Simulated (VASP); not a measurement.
Lu:

```
CELL_PARAMETERS angstrom
3.50310 0.00000 0.00000
-1.75155 3.03377 0.00000
0.00000 0.00000 5.55090
ATOMIC_POSITIONS crystal
Lu 0.33333 0.66667 0.25000
Lu 0.66667 0.33333 0.75000
```

| Property | Result |
| --- | --- |
| Program | VASP 6.6.1 |
| Task | relaxation of cell and atoms |
| Functional | PBEsol |
| Potentials or basis | VASP PAW PBE potentials, release 64 (Lu) |
| Cutoff | 600 eV |
| k mesh | 12 × 12 × 7 |
| Occupations | methfessel-paxton, width 0.1 eV |
| Spin | no spin polarisation |

At the start: pressure -3.0 GPa; volume 29.50 Å³/atom.

Problem. How do energy, volume and symmetry change on relaxing?

Solution. Over 34 steps the energy falls by 19.5 meV/atom and the volume is 27.64 Å³/atom (-6.3 %); space group P6_3/mmc (No. 194, to 0.05 Å).

Step by step:
| step | energy change (eV) | largest force (eV/Å) | pressure (GPa) | volume (Å³) |
| --- | --- | --- | --- | --- |
| 1 | 0.0000 | 0.0000 | -2.97 | 58.99 |
| 2 | -0.0363 | 0.0000 | 1.13 | 54.45 |
| 3 | -0.0381 | 0.0000 | -0.02 | 55.33 |
| 4 | -0.0381 | 0.0000 | 0.06 | 55.25 |
| 5 | -0.0381 | 0.0000 | 0.13 | 55.18 |
| 6 | -0.0388 | 0.0000 | 0.68 | 55.23 |
| 7 | -0.0381 | 0.0000 | 0.17 | 55.32 |
| 8 | -0.0389 | 0.0000 | 0.54 | 55.27 |
| 9 | -0.0387 | 0.0000 | -0.06 | 55.43 |
| 10 | -0.0388 | 0.0000 | -0.23 | 55.38 |
| 11 | -0.0389 | 0.0000 | -0.17 | 55.33 |
| 12 | -0.0389 | 0.0000 | -0.10 | 55.30 |
| 13 | -0.0389 | 0.0000 | -0.01 | 55.28 |
| 14 | -0.0389 | 0.0000 | 0.01 | 55.28 |
| 15 | -0.0389 | 0.0000 | -0.16 | 55.27 |
| 16 | -0.0389 | 0.0000 | 0.10 | 55.27 |
| 17 | -0.0389 | 0.0000 | -0.03 | 55.27 |
| 18 | -0.0389 | 0.0000 | 0.02 | 55.27 |
| 19 | -0.0389 | 0.0000 | 0.07 | 55.27 |
| 20 | -0.0389 | 0.0000 | 0.12 | 55.27 |
| 21 | -0.0389 | 0.0000 | 0.16 | 55.27 |
| 22 | -0.0389 | 0.0000 | 0.30 | 55.28 |
| 23 | -0.0389 | 0.0000 | 0.17 | 55.30 |
| 24 | -0.0389 | 0.0000 | 0.05 | 55.31 |
| 25 | -0.0389 | 0.0000 | 0.15 | 55.31 |
| 26 | -0.0389 | 0.0000 | -0.03 | 55.32 |
| 27 | -0.0389 | 0.0000 | 0.04 | 55.32 |
| 28 | -0.0389 | 0.0000 | -0.13 | 55.32 |
| 29 | -0.0389 | 0.0000 | 0.06 | 55.32 |
| 30 | -0.0389 | 0.0000 | -0.05 | 55.32 |
| 31 | -0.0389 | 0.0000 | -0.24 | 55.32 |
| 32 | -0.0389 | 0.0000 | -0.04 | 55.31 |
| 33 | -0.0389 | 0.0000 | 0.00 | 55.30 |
| 34 | -0.0389 | 0.0000 | 0.02 | 55.29 |

Final structure:
```
Lu
1.0
     3.44981    0.00000    0.00000
    -1.72491    2.98763    0.00000
     0.00000    0.00000    5.36441
Lu
2
Cartesian
  0.0000 1.9917 1.3411
  1.7249 0.9959 4.0233
```

Caveat: the PAW data sets were made with another functional, which shifts forces and pressure a little.
